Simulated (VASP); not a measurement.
OSZICAR of a VASP run on GaAs (zinc blende):

OSZICAR:
```
       N       E                     dE             d eps       ncg     rms          rms(c)
DAV:   1     0.124813509502E+03    0.12481E+03   -0.99813E+03   216   0.160E+03
DAV:   2    -0.573785605251E+00   -0.12539E+03   -0.12286E+03   228   0.350E+02
DAV:   3    -0.797854108271E+01   -0.74048E+01   -0.71600E+01   268   0.874E+01
DAV:   4    -0.827047186415E+01   -0.29193E+00   -0.29177E+00   289   0.197E+01
DAV:   5    -0.827510369831E+01   -0.46318E-02   -0.46317E-02   284   0.191E+00    0.400E+00
DAV:   6    -0.811173854785E+01    0.16337E+00   -0.34360E-01   337   0.134E+01    0.230E+00
DAV:   7    -0.808878500328E+01    0.22954E-01   -0.78191E-02   271   0.271E+00    0.787E-01
DAV:   8    -0.809042494204E+01   -0.16399E-02   -0.72797E-03   229   0.655E-01    0.118E-01
DAV:   9    -0.809090124582E+01   -0.47630E-03   -0.11662E-03   246   0.356E-01    0.473E-02
DAV:  10    -0.809108501427E+01   -0.18377E-03   -0.21344E-04   261   0.126E-01    0.794E-03
DAV:  11    -0.809110087631E+01   -0.15862E-04   -0.22722E-05   259   0.484E-02    0.316E-03
DAV:  12    -0.809110150901E+01   -0.63270E-06   -0.17284E-06   274   0.103E-02    0.661E-04
DAV:  13    -0.809110148309E+01    0.25922E-07   -0.84389E-08   257   0.413E-03    0.116E-04
DAV:  14    -0.809110151559E+01   -0.32499E-07   -0.95898E-09   221   0.104E-03    0.554E-05
DAV:  15    -0.809110151721E+01   -0.16180E-08   -0.59794E-10   149   0.297E-04
   1 F= -.80911015E+01 E0= -.80911015E+01  d E =-.976324E-51
```

**Question.** Which electronic solver shows in the log?

**Answer.** It is blocked Davidson (ALGO = Normal, or the opening steps of other solvers). The INCAR had ALGO = Normal.

**Question.** Can the final energy be trusted as converged?

**Answer.** Self-consistency was reached. It stopped with EDIFF = 1E-8, NELM = 100 (PBE GGA, plane waves, VASP's PBE PAW potentials (set 64)).

The compound is GaAs in the zinc blende structure. This cell is one point of a volume scan, at 1.04 of the reference volume. The k-mesh is coarse (spacing up to 0.48 per Å, 2π included), so the numbers may not be converged in it.
